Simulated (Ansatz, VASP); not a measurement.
## P3W4: VASP beside Ansatz

```
P W
1.0
     4.82933    0.00000    0.00000
     0.00000    4.82933    0.00000
     0.00000    0.00000    4.82933
P W
3 4
Direct
  0.50000 0.50000 0.00000
  0.00000 0.50000 0.50000
  0.50000 0.00000 0.50000
  0.50000 0.50000 0.50000
  0.50000 0.00000 0.00000
  0.00000 0.50000 0.00000
  0.00000 0.00000 0.50000
```

Change from the starting cell: species swapped into the W3N4 type (Pm-3m, No. 221).

Alike in both runs: functional PBE; k mesh 8 × 8 × 8; occupations gaussian, width 0.1 eV; no spin polarisation.

Ansatz relaxed the structure, and its values are those at the end. VASP's run is a single point on that final structure, the one shown.

|  | VASP | Ansatz |
| --- | --- | --- |
| version | VASP 6.6.1 | Ansatz 0.2.0 |
| potentials or method | VASP PAW PBE potentials, release 64 (P, W_sv) | scalar-relativistic, plane waves, PAW |
| plane-wave cutoff (eV) | 520 | 420 |
| valence electrons in the cell | 71 | 71 |

Ansatz gave:

```
gap on the k mesh at the Fermi level (eV) : none
pressure (GPa)                            : 0.0
```

Q: Estimate VASP's values.

A: gap on the k mesh at the Fermi level (eV): none; pressure (GPa): 0.1.

A gap of «none» marks a metal or a gap that the smearing closes. The functional is the same, so the differences come from potentials, cutoffs and numerics.

Spin-orbit coupling is left out, which matters for the levels of W.
